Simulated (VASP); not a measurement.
## SrTiO3 under biaxial strain

How does SrTiO3 answer to strain in the plane, when the third axis is free? The starting structure is a measured crystal structure from the Crystallography Open Database. All runs use LDA. The equilibrium cell comes from relaxations that aren't shown. Its Cartesian x and y axes are then stretched or squeezed alike, and the third axis is relaxed.

Program: VASP 6.6.1. Level of theory: Kohn-Sham DFT with plane waves and PAW; LDA. Results are calculated unless marked as measured.

## (1) Starting point

It takes space group Pm-3m (No. 221, cubic). The conventional cell has a = 3.899 Å, b = 3.899 Å, c = 3.899 Å, α = 90.00°, β = 90.00°, γ = 90.00°. Nearest to Sr lie 12 O at 2.76 Å. Nearest to Ti lie 6 O at 1.95 Å. Nearest to O lie 2 Ti at 1.95 Å and 4 Sr at 2.76 Å. Farther neighbours and most contacts between anions are not listed.

Coordinates:

```xyz
5
Lattice="3.8990 0.0000 0.0000 0.0000 3.8990 0.0000 0.0000 0.0000 3.8990" Properties=species:S:1:pos:R:3 pbc="T T T"
Sr    1.9495    1.9495    1.9495
Ti    0.0000    0.0000    0.0000
O     1.9495    0.0000    0.0000
O     0.0000    1.9495    0.0000
O     0.0000    0.0000    1.9495
```

## (2) Relaxation at no strain

This run starts from the cell of an earlier relaxation, which isn't shown; the restart sets up the plane waves anew.

INCAR

```
SYSTEM = SrTiO3
PREC = Accurate
ENCUT = 560
EDIFF = 1E-07
NELM = 100
ISMEAR = 0
SIGMA = 0.03
LREAL = .FALSE.
ALGO = Normal
GGA = CA
NBANDS = 26
LASPH = .TRUE.
LORBIT = 11
LWAVE = .FALSE.
LCHARG = .FALSE.
KPAR = 8
IBRION = 2
NSW = 50
ISIF = 3
EDIFFG = -0.003
LATTICE_CONSTRAINTS = .FALSE. .FALSE. .TRUE.
```

POSCAR

```
SrTiO3
1.0
    3.8608000536      0.0000000000      0.0000000000
    0.0000000000      3.8608000536      0.0000000000
    0.0000000000      0.0000000000      3.8608000536
Sr Ti O
1 1 3
Direct
    0.5000000000      0.5000000000      0.5000000000
    0.0000000000      0.0000000000      0.0000000000
    0.5000000000      0.0000000000      0.0000000000
    0.0000000000      0.5000000000      0.0000000000
    0.0000000000      0.0000000000      0.5000000000
```

KPOINTS

```
Automatic mesh
0
Gamma
6 6 6
0 0 0
```

Potentials, in the order of the species: Sr_sv, Ti_sv and O (LDA family, release 64).

The run is started by

```bash
$ mpirun -np 8 vasp_std
```

Log:

```text
[banner, memory and clock lines left out]
running    8 mpi-ranks, on    1 nodes
 distrk:  each k-point on    1 cores,    8 groups
 distr:  one band on    1 cores,    1 groups

 POSCAR found type information on POSCAR SrTiO
 POSCAR found :  3 types and       5 ions
|                                                                             |
|           W    W    AA    RRRRR   N    N  II  N    N   GGGG   !!!           |
|           W    W   A  A   R    R  NN   N  II  NN   N  G    G  !!!           |
|           W    W  A    A  R    R  N N  N  II  N N  N  G       !!!           |
|           W WW W  AAAAAA  RRRRR   N  N N  II  N  N N  G  GGG   !            |
|           WW  WW  A    A  R   R   N   NN  II  N   NN  G    G                |
|           W    W  A    A  R    R  N    N  II  N    N   GGGG   !!!           |
|                                                                             |
|     For optimal performance we recommend to set                             |
|       NCORE = 2 up to number-of-cores-per-socket                            |
|     NCORE specifies how many cores store one orbital (NPAR=cpu/NCORE).      |
|     This setting can greatly improve the performance of VASP for DFT.       |
|     The default, NCORE=1 might be grossly inefficient on modern             |
|     multi-core architectures or massively parallel machines. Do your        |
|     Unfortunately you need to use the default for GW and RPA                |
|     calculations (for HF NCORE is supported but not extensively tested      |
|     yet).                                                                   |
|                                                                             |

 LDA part: xc-table for (Slater(with rela. corr.)+CA(PZ))
 , standard interpolation
 POSCAR, INCAR and KPOINTS ok, starting setup
 FFT: planning ... GRIDC
 FFT: planning ... GRID_SOFT
 FFT: planning ... GRID
 WAVECAR not read
 entering main loop
       N       E                     dE             d eps       ncg     rms          rms(c)
DAV:   1     0.432820728903E+03    0.43282E+03   -0.22137E+04  1040   0.176E+03
DAV:   2    -0.129983140055E+02   -0.44582E+03   -0.43109E+03  1232   0.471E+02
DAV:   3    -0.519506256275E+02   -0.38952E+02   -0.38780E+02  1258   0.139E+02
DAV:   4    -0.540359188234E+02   -0.20853E+01   -0.20824E+01  1704   0.276E+01
DAV:   5    -0.540803583600E+02   -0.44440E-01   -0.44419E-01  1420   0.336E+00    0.280E+01
DAV:   6    -0.443402452797E+02    0.97401E+01   -0.58088E+01  1502   0.699E+01    0.175E+01
DAV:   7    -0.442897941790E+02    0.50451E-01   -0.81125E+00  1320   0.219E+01    0.116E+01
DAV:   8    -0.442866544777E+02    0.31397E-02   -0.19294E+00  1314   0.144E+01    0.309E+00
DAV:   9    -0.441834406282E+02    0.10321E+00   -0.46040E-01  1286   0.722E+00    0.861E-01
DAV:  10    -0.441873945241E+02   -0.39539E-02   -0.11959E-01  1418   0.235E+00    0.788E-01
DAV:  11    -0.441795175812E+02    0.78769E-02   -0.50150E-02  1564   0.190E+00    0.158E-01
DAV:  12    -0.441793163793E+02    0.20120E-03   -0.27069E-03  1290   0.623E-01    0.524E-02
DAV:  13    -0.441793477873E+02   -0.31408E-04   -0.21894E-04  1454   0.128E-01    0.376E-02
DAV:  14    -0.441793370878E+02    0.10700E-04   -0.35412E-05  1512   0.458E-02    0.110E-02
DAV:  15    -0.441793360114E+02    0.10763E-05   -0.14309E-05  1524   0.287E-02    0.588E-03
DAV:  16    -0.441793358202E+02    0.19127E-06   -0.15718E-06  1380   0.134E-02    0.163E-03
DAV:  17    -0.441793358094E+02    0.10736E-07   -0.73556E-08   786   0.338E-03
   1 F= -.44179336E+02 E0= -.44179336E+02  d E =-.441793E+02
 curvature:   0.00 expect dE= 0.000E+00 dE for cont linesearch  0.000E+00
 trial: gam= 0.00000 g(F)=  0.000E+00 g(S)=  0.110E-06 ort = 0.000E+00 (trialstep = 0.100E+01)
 search vector abs. value=  0.110E-06
 reached required accuracy - stopping structural energy minimisation
```

Elapsed: 9 s, on 8 MPI ranks of Intel Xeon Platinum 8259CL at 2.50GHz (Skylake/Cascade Lake), shared host; peak memory 1.4 GiB.

Lines that name or quote the potential files are left out of all logs, and their timing lines are given in words.

OUTCAR, selected parts (step 2):

```text
ion  position               nearest neighbor table
   1  0.500  0.500  0.500-   3 2.73   4 2.73   5 2.73   3 2.73   4 2.73   3 2.73   5 2.73   3 2.73
                             4 2.73   5 2.73   4 2.73   5 2.73   2 3.34   2 3.34   2 3.34   2 3.34
   2  0.000  0.000  0.000-   3 1.93   4 1.93   5 1.93   5 1.93   4 1.93   3 1.93   1 3.34   1 3.34
                             1 3.34   1 3.34   1 3.34   1 3.34   1 3.34   1 3.34
   3  0.500  0.000  0.000-   2 1.93   2 1.93   1 2.73   1 2.73   1 2.73   1 2.73
   4  0.000  0.500  0.000-   2 1.93   2 1.93   1 2.73   1 2.73   1 2.73   1 2.73
   5  0.000  0.000  0.500-   2 1.93   2 1.93   1 2.73   1 2.73   1 2.73   1 2.73

  LATTYP: Found a simple cubic cell.
 ALAT       =     3.8608000536

 Subroutine GETGRP returns: Found 48 space group operations
 (whereof 48 operations were pure point group operations)

The static configuration has the point symmetry O_h .

 Found     20 irreducible k-points:

   k-points           NKPTS =     20   k-points in BZ     NKDIM =     20   number of bands    NBANDS=     26

   dimension x,y,z NGX =    30 NGY =   30 NGZ =   30
   dimension x,y,z NGXF=    60 NGYF=   60 NGZF=   60

   ENCUT  =  560.0 eV  41.16 Ry    6.42 a.u.   7.45  7.45  7.45*2*pi/ulx,y,z

   NELECT =      40.0000    total number of electrons

 k-points in reciprocal lattice and weights: Automatic mesh
   0.00000000  0.00000000  0.00000000       0.005
   0.16666667  0.00000000  0.00000000       0.028
   0.33333333  0.00000000  0.00000000       0.028
   0.50000000  0.00000000  0.00000000       0.014
   0.16666667  0.16666667  0.00000000       0.056
   0.33333333  0.16666667  0.00000000       0.111
   0.50000000  0.16666667  0.00000000       0.056
   0.33333333  0.33333333  0.00000000       0.056
   0.50000000  0.33333333  0.00000000       0.056
[...]
0.50000000  0.50000000  0.33333333       0.028
   0.50000000  0.50000000  0.50000000       0.005

 average (electrostatic) potential at core
       1 -33.9746       2 -76.1338       3 -70.3851       4 -70.3851       5 -70.3851

 E-fermi :   4.4671

 k-point     1 :       0.0000    0.0000    0.0000
  band No.  band energies     occupation
    ...
     16       2.9176      2.00000
     17       2.9176      2.00000
     18       3.8299      2.00000
     19       3.8299      2.00000
     20       3.8299      2.00000
     21       5.9725      0.00000
     22       5.9725      0.00000
     23       5.9725      0.00000
     24       8.7338      0.00000
     25       8.7338      0.00000
    ...

 k-point     2 :       0.1667    0.0000    0.0000
  band No.  band energies     occupation
    ...
     16       2.5488      2.00000
     17       2.6565      2.00000
     18       3.0353      2.00000
     19       3.6710      2.00000
     20       3.6710      2.00000
     21       6.0195      0.00000
     22       6.6043      0.00000
     23       6.6043      0.00000
     24       8.7551      0.00000
     25       9.4870      0.00000
    ...

 k-point     3 :       0.3333    0.0000    0.0000
  band No.  band energies     occupation
    ...
     16       1.9477      2.00000
     17       1.9621      2.00000
     18       2.2070      2.00000
     19       3.4966      2.00000
     20       3.4966      2.00000
     21       6.1174      0.00000
     22       7.6209      0.00000
     23       7.6209      0.00000
     24       8.7707      0.00000
     25      10.5910      0.00000
    ...

  Total       -0.0033780     -0.0033780     -0.0033780      0.0000000      0.0000000     -0.0000000
  in kB       -0.0940442     -0.0940442     -0.0940442      0.0000000      0.0000000     -0.0000000
  external PRESSURE =      -0.0940442 kB  Pullay stress =       0.0000000 kB

  energy-cutoff  :      560.00
  volume of cell :       57.55
      direct lattice vectors                 reciprocal lattice vectors
     3.860800054  0.000000000  0.000000000     0.259013672  0.000000000  0.000000000
     0.000000000  3.860800054  0.000000000     0.000000000  0.259013672  0.000000000
     0.000000000  0.000000000  3.860800054     0.000000000  0.000000000  0.259013672

 POSITION                                       TOTAL-FORCE (eV/Angst)
 -----------------------------------------------------------------------------------
      1.93040      1.93040      1.93040         0.000000      0.000000      0.000000
      0.00000      0.00000      0.00000         0.000000      0.000000      0.000000
      1.93040      0.00000      0.00000         0.000000      0.000000      0.000000
      0.00000      1.93040      0.00000         0.000000      0.000000      0.000000
      0.00000      0.00000      1.93040         0.000000      0.000000      0.000000
 -----------------------------------------------------------------------------------
    total drift:                                0.000000     -0.000000      0.000000

  FREE ENERGIE OF THE ION-ELECTRON SYSTEM (eV)
  ---------------------------------------------------
  free  energy   TOTEN  =       -44.1793358094 eV

  energy  without entropy=      -44.1793358094  energy(sigma->0) =      -44.17933581

 reached required accuracy - stopping structural energy minimisation

 total charge
# of ion       s       p       d       tot
------------------------------------------
    1        2.000   5.790   0.223   8.012
    2        2.246   6.355   1.830  10.431
    3        1.552   3.487   0.000   5.039
    4        1.552   3.487   0.000   5.039
    5        1.552   3.487   0.000   5.039
--------------------------------------------------
tot          8.902  22.606   2.053  33.561

[... 3 further parts left out ...]
```

CONTCAR:

```
SrTiO3
   1.00000000000000
     3.8608000535999998    0.0000000000000000    0.0000000000000000
     0.0000000000000000    3.8608000535999998    0.0000000000000000
     0.0000000000000000    0.0000000000000000    3.8608000535999998
  Sr              Ti              O
     1     1     3
Direct
     0.5000000000000000    0.5000000000000000    0.5000000000000000
     0.0000000000000000    0.0000000000000000    0.0000000000000000
     0.5000000000000000    0.0000000000000000    0.0000000000000000
     0.0000000000000000    0.5000000000000000    0.0000000000000000
     0.0000000000000000    0.0000000000000000    0.5000000000000000
```

The run keeps the 48 symmetry operations of its start, so it cannot find a distortion of lower symmetry.

No strain: 11.510 Å³ an atom and a mean stress of -0.01 GPa, with a third cell vector of 3.861 Å, and 1.807 eV of gap on the mesh.

## (3) Relaxation at -2 % along x and y

This run starts from the cell of an earlier relaxation, which isn't shown; the restart sets up the plane waves anew.

INCAR is that of step 2.

POSCAR: that of step 2 with these lines changed.

```diff
@@ -2,5 +2,5 @@
 1.0
-    3.8608000536      0.0000000000      0.0000000000
-    0.0000000000      3.8608000536      0.0000000000
-    0.0000000000      0.0000000000      3.8608000536
+    3.7835840525      0.0000000000      0.0000000000
+    0.0000000000      3.7835840525      0.0000000000
+    0.0000000000      0.0000000000      3.9077874799
 Sr Ti O
```

KPOINTS is that of step 2.

The run is started by

```bash
$ mpirun -np 8 vasp_std
```

Log:

```text
[banner, memory and clock lines left out]
running    8 mpi-ranks, on    1 nodes
[...]
[... a notice as in an earlier step ...]

 LDA part: xc-table for (Slater(with rela. corr.)+CA(PZ))
 , standard interpolation
 POSCAR, INCAR and KPOINTS ok, starting setup
[...]
entering main loop
       N       E                     dE             d eps       ncg     rms          rms(c)
DAV:   1     0.448566315231E+03    0.44857E+03   -0.22037E+04  2080   0.178E+03
DAV:   2    -0.988276885708E+01   -0.45845E+03   -0.44299E+03  2456   0.478E+02
DAV:   3    -0.514396006340E+02   -0.41557E+02   -0.41252E+02  2342   0.145E+02
DAV:   4    -0.538650811222E+02   -0.24255E+01   -0.24229E+01  3656   0.297E+01
[...]
DAV:  15    -0.441105613393E+02   -0.53806E-06   -0.84256E-06  2760   0.202E-02    0.624E-03
DAV:  16    -0.441105612136E+02    0.12570E-06   -0.17949E-06  2598   0.803E-03    0.181E-03
DAV:  17    -0.441105611875E+02    0.26059E-07   -0.11721E-07  1428   0.288E-03
   1 F= -.44110561E+02 E0= -.44110561E+02  d E =-.441106E+02
[...]
reached required accuracy - stopping structural energy minimisation
```

Run time: 13 s. Hardware: 8 MPI ranks; peak memory 1.6 GiB; 77 s of CPU time.

From OUTCAR (step 3):

```text
  Total        3.3484674      3.3484674     -0.0016349      0.0000000      0.0000000      0.0000000
  in kB       95.9000760     95.9000760     -0.0468225      0.0000000      0.0000000      0.0000000
  external PRESSURE =      63.9177765 kB  Pullay stress =       0.0000000 kB

 POSITION                                       TOTAL-FORCE (eV/Angst)
 -----------------------------------------------------------------------------------
      1.89179      1.89179      1.95389         0.000000      0.000000      0.000000
      0.00000      0.00000      0.00000         0.000000      0.000000      0.000000
      1.89179      0.00000      0.00000         0.000000      0.000000      0.000000
      0.00000      1.89179      0.00000         0.000000      0.000000      0.000000
      0.00000      0.00000      1.95389         0.000000      0.000000      0.000000
 -----------------------------------------------------------------------------------
    total drift:                                0.000000     -0.000000      0.000000

  FREE ENERGIE OF THE ION-ELECTRON SYSTEM (eV)
  ---------------------------------------------------
  free  energy   TOTEN  =       -44.1105611875 eV

  energy  without entropy=      -44.1105611875  energy(sigma->0) =      -44.11056119

[... 1 part as in an earlier step ...]

[... 3 further parts left out ...]
[key lines of the parts left out:]
E-fermi :   4.7534
```

-2 % along x and y: 11.188 Å³ an atom and a mean stress of 6.39 GPa, with a third cell vector of 3.908 Å, and 1.772 eV of gap on the mesh. The mode run on this cell, not shown, finds imaginary modes, so the symmetric cell is a saddle point here, unless the settings are too coarse.

## (4) Relaxation at +2 % along x and y

This run starts from the cell of an earlier relaxation, which isn't shown; the restart sets up the plane waves anew.

INCAR is that of step 3.

POSCAR: that of step 3 with these lines changed.

```diff
@@ -2,5 +2,5 @@
 1.0
-    3.7835840525      0.0000000000      0.0000000000
-    0.0000000000      3.7835840525      0.0000000000
-    0.0000000000      0.0000000000      3.9077874799
+    3.9380160547      0.0000000000      0.0000000000
+    0.0000000000      3.9380160547      0.0000000000
+    0.0000000000      0.0000000000      3.8191384422
 Sr Ti O
```

KPOINTS is that of step 3.

The run is started by

```bash
$ mpirun -np 8 vasp_std
```

Log:

```text
[... set-up lines as in an earlier step ...]
 entering main loop
       N       E                     dE             d eps       ncg     rms          rms(c)
DAV:   1     0.436177132575E+03    0.43618E+03   -0.22046E+04  2080   0.175E+03
DAV:   2    -0.145065383911E+02   -0.45068E+03   -0.43748E+03  2498   0.470E+02
DAV:   3    -0.518197429647E+02   -0.37313E+02   -0.37119E+02  2388   0.138E+02
DAV:   4    -0.541071548672E+02   -0.22874E+01   -0.22843E+01  3566   0.283E+01
[...]
DAV:  15    -0.441241909022E+02    0.17190E-05   -0.92438E-06  3016   0.196E-02    0.116E-02
DAV:  16    -0.441241901904E+02    0.71184E-06   -0.32680E-06  2550   0.149E-02    0.324E-03
DAV:  17    -0.441241901922E+02   -0.17862E-08   -0.43026E-07  2358   0.435E-03
   1 F= -.44124190E+02 E0= -.44124190E+02  d E =-.441242E+02
[...]
reached required accuracy - stopping structural energy minimisation
```

The job ended after 14 s (8 MPI ranks; peak memory 1.6 GiB).

OUTCAR, selected parts (step 4):

```text
  Total       -2.8610155     -2.8610155     -0.0033820      0.0000000      0.0000000      0.0000000
  in kB      -77.3945597    -77.3945597     -0.0914892      0.0000000      0.0000000      0.0000000
  external PRESSURE =     -51.6268695 kB  Pullay stress =       0.0000000 kB

 POSITION                                       TOTAL-FORCE (eV/Angst)
 -----------------------------------------------------------------------------------
      1.96901      1.96901      1.90957         0.000000      0.000000      0.000000
      0.00000      0.00000      0.00000         0.000000      0.000000      0.000000
      1.96901      0.00000      0.00000         0.000000      0.000000      0.000000
      0.00000      1.96901      0.00000         0.000000      0.000000      0.000000
      0.00000      0.00000      1.90957         0.000000      0.000000      0.000000
 -----------------------------------------------------------------------------------
    total drift:                                0.000000     -0.000000      0.000000

  FREE ENERGIE OF THE ION-ELECTRON SYSTEM (eV)
  ---------------------------------------------------
  free  energy   TOTEN  =       -44.1241901922 eV

  energy  without entropy=      -44.1241901922  energy(sigma->0) =      -44.12419019

[... 2 parts as in an earlier step ...]

[... 2 further parts left out ...]
[key lines of the parts left out:]
E-fermi :   4.1769
```

+2 % along x and y: 11.845 Å³ an atom and a mean stress of -5.16 GPa, with a third cell vector of 3.819 Å, and 1.704 eV of gap on the mesh. The mode run on this cell, not shown, finds imaginary modes, so the symmetric cell is a saddle point here, unless the settings are too coarse.

(Continued in part 2 of 2.)

[Lines on the potential files, build, host, timing and source positions are cut from VASP's logs without a mark.]

[Logs are printed without paths, hosts, clocks, repeated set-up lines and the standing remarks that a program may print on its own settings, such as how far it seeks lower states.]

[Hosts, paths, dates, database ids (printed as entryN), source tags and the programs' standing remarks are cut or masked in the printed files.]
